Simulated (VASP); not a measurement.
Consider the following.

```
CELL_PARAMETERS angstrom
     10.93707     0.00000     0.00000
      0.00000    10.93707     0.00000
      0.00000     0.00000    10.93707
ATOMIC_POSITIONS crystal
  Si 0.50000 0.00000 0.00000
  Si 0.62500 0.12500 0.12500
  Si 0.75000 0.25000 0.00000
  Si 0.87500 0.37500 0.12500
  Si 0.75000 0.00000 0.25000
  Si 0.87500 0.12500 0.37500
  Si 0.00000 0.00000 0.00000
  Si 0.12500 0.12500 0.12500
  Si 0.25000 0.25000 0.00000
  Si 0.37500 0.37500 0.12500
  Si 0.50000 0.50000 0.00000
  Si 0.62500 0.62500 0.12500
  Si 0.75000 0.75000 0.00000
  Si 0.87500 0.87500 0.12500
  Si 0.25000 0.00000 0.25000
  Si 0.37500 0.12500 0.37500
  Si 0.50000 0.25000 0.25000
  Si 0.62543 0.37930 0.37866
  Si 0.75000 0.50000 0.25000
  Si 0.87500 0.62500 0.37500
  Si 0.50000 0.00000 0.50000
  Si 0.62500 0.12500 0.62500
  Si 0.75000 0.25000 0.50000
  Si 0.87500 0.37500 0.62500
  Si 0.75000 0.00000 0.75000
  Si 0.87500 0.12500 0.87500
  Si 0.00000 0.50000 0.00000
  Si 0.12500 0.62500 0.12500
  Si 0.25000 0.75000 0.00000
  Si 0.37500 0.87500 0.12500
  Si 0.00000 0.25000 0.25000
  Si 0.12500 0.37500 0.37500
  Si 0.25000 0.50000 0.25000
  Si 0.37597 0.62676 0.37537
  Si 0.50000 0.75000 0.25000
  Si 0.62500 0.87500 0.37500
  Si 0.00000 0.00000 0.50000
  Si 0.12500 0.12500 0.62500
  Si 0.25000 0.25000 0.50000
  Si 0.37612 0.37931 0.62652
  Si 0.62281 0.62123 0.62660
  Si 0.75000 0.75000 0.50000
  Si 0.87500 0.87500 0.62500
  Si 0.25000 0.00000 0.75000
  Si 0.37500 0.12500 0.87500
  Si 0.50000 0.25000 0.75000
  Si 0.62500 0.37500 0.87500
  Si 0.75000 0.50000 0.75000
  Si 0.87500 0.62500 0.87500
  Si 0.00000 0.75000 0.25000
  Si 0.12500 0.87500 0.37500
  Si 0.00000 0.50000 0.50000
  Si 0.12500 0.62500 0.62500
  Si 0.25000 0.75000 0.50000
  Si 0.37500 0.87500 0.62500
  Si 0.00000 0.25000 0.75000
  Si 0.12500 0.37500 0.87500
  Si 0.25000 0.50000 0.75000
  Si 0.37500 0.62500 0.87500
  Si 0.50000 0.75000 0.75000
  Si 0.62500 0.87500 0.87500
  Si 0.00000 0.75000 0.75000
  Si 0.12500 0.87500 0.87500
  Se 0.49951 0.49746 0.50355
```
Cell charge +1.

Method: PBE GGA, VASP's PBE PAW potentials (set 64) (plane waves; VASP 6.6.1). Numerical set-up: PREC = Normal, LREAL = Auto, ISYM = 0, NELECT = 257.0, EDIFF = 1E-5, 400 eV cut-off, 1×1×1 Γ-centred mesh, Gaussian smearing of 0.050 eV, potentials Si Se. Starting moments (MAGMOM): 64*0.0156. The cell's moment is fixed (NUPDOWN = 1).

The cell is charged, with a uniform compensating background. The supercell is sampled at Γ alone, which is coarse: total energies, pressure and levels can be off, energies of defects by several tenths of an eV.

Q: The ions are relaxed. Give the cell that the relaxation ends in.

A: 
```
CELL_PARAMETERS angstrom
     10.93707     0.00000     0.00000
      0.00000    10.93707     0.00000
      0.00000     0.00000    10.93707
ATOMIC_POSITIONS crystal
  Si 0.49998 0.00012 0.00020
  Si 0.62562 0.12503 0.12526
  Si 0.75012 0.24977 0.00060
  Si 0.87502 0.37434 0.12518
  Si 0.75007 0.00031 0.25004
  Si 0.87507 0.12511 0.37431
  Si 0.99999 0.99998 0.99996
  Si 0.12514 0.12516 0.12511
  Si 0.25005 0.24996 0.99981
  Si 0.37497 0.37492 0.12459
  Si 0.49995 0.49992 0.00022
  Si 0.62514 0.62518 0.12426
  Si 0.75005 0.75007 0.99965
  Si 0.87488 0.87491 0.12513
  Si 0.25007 0.99992 0.25007
  Si 0.37501 0.12469 0.37499
  Si 0.49844 0.24892 0.24891
  Si 0.63529 0.36552 0.36541
  Si 0.75173 0.50213 0.24853
  Si 0.87577 0.62534 0.37498
  Si 0.49996 0.00005 0.49994
  Si 0.62509 0.12430 0.62513
  Si 0.75168 0.24852 0.50208
  Si 0.87595 0.37482 0.62526
  Si 0.75002 0.99965 0.75001
  Si 0.87488 0.12513 0.87486
  Si 0.99987 0.49997 0.00028
  Si 0.12495 0.62562 0.12513
  Si 0.24985 0.75019 0.00055
  Si 0.37432 0.87521 0.12512
  Si 0.99979 0.25000 0.24999
  Si 0.12452 0.37500 0.37492
  Si 0.24868 0.49830 0.24864
  Si 0.36501 0.63552 0.36495
  Si 0.50205 0.75174 0.24840
  Si 0.62523 0.87564 0.37506
  Si 0.99979 0.99997 0.50006
  Si 0.12491 0.12486 0.62560
  Si 0.24850 0.24857 0.49836
  Si 0.36414 0.36473 0.63634
  Si 0.63498 0.63477 0.63563
  Si 0.75126 0.75119 0.49843
  Si 0.87486 0.87499 0.62565
  Si 0.24997 0.00037 0.75005
  Si 0.37436 0.12495 0.87520
  Si 0.50202 0.24835 0.75188
  Si 0.62521 0.37475 0.87608
  Si 0.75172 0.49780 0.75189
  Si 0.87515 0.62565 0.87512
  Si 0.00038 0.75015 0.25001
  Si 0.12499 0.87528 0.37435
  Si 0.00002 0.49996 0.49993
  Si 0.12414 0.62530 0.62507
  Si 0.24840 0.75174 0.50192
  Si 0.37489 0.87578 0.62519
  Si 0.00051 0.24986 0.75012
  Si 0.12482 0.37435 0.87544
  Si 0.24796 0.50230 0.75218
  Si 0.37483 0.62536 0.87608
  Si 0.49803 0.75161 0.75181
  Si 0.62564 0.87521 0.87516
  Si 0.99958 0.75015 0.74999
  Si 0.12512 0.87492 0.87486
  Se 0.49944 0.50021 0.50078
```
Cell charge +1. The cell ends with 1.00 μB, on the first 30 sites 0.01 0.00 0.00 0.00 0.00 0.00 0.00 0.00 0.00 0.00 0.00 0.00 0.00 0.00 0.00 0.00 0.00 0.04 0.00 0.00 0.00 0.00 0.00 0.00 0.00 0.00 0.01 0.00 0.00 0.00 μB.

Q: How much energy does the relaxation gain?

A: The energy (σ→0) changes by -15.3 meV/atom, in 8 ionic steps.

```json
[
 {"step": "1", "E(σ→0) (eV)": "-343.0505", "max force (eV/Å)": "2.651", "pressure (GPa)": "-0.03", "volume (Å³)": "1308.29"},
 {"step": "2", "E(σ→0) (eV)": "-343.8115", "max force (eV/Å)": "0.859", "pressure (GPa)": "-0.08", "volume (Å³)": "1308.29"},
 {"step": "3", "E(σ→0) (eV)": "-343.9003", "max force (eV/Å)": "0.554", "pressure (GPa)": "-0.06", "volume (Å³)": "1308.29"},
 {"step": "4", "E(σ→0) (eV)": "-343.9944", "max force (eV/Å)": "0.183", "pressure (GPa)": "-0.06", "volume (Å³)": "1308.29"},
 {"step": "5", "E(σ→0) (eV)": "-344.0005", "max force (eV/Å)": "0.176", "pressure (GPa)": "-0.06", "volume (Å³)": "1308.29"},
 {"step": "6", "E(σ→0) (eV)": "-344.0229", "max force (eV/Å)": "0.088", "pressure (GPa)": "-0.05", "volume (Å³)": "1308.29"},
 {"step": "7", "E(σ→0) (eV)": "-344.0252", "max force (eV/Å)": "0.069", "pressure (GPa)": "-0.05", "volume (Å³)": "1308.29"},
 {"step": "8", "E(σ→0) (eV)": "-344.0281", "max force (eV/Å)": "0.027", "pressure (GPa)": "-0.05", "volume (Å³)": "1308.29"}
]
```

The cell is a supercell with a defect, built from Si (diamond): Se_Si, charge +1.
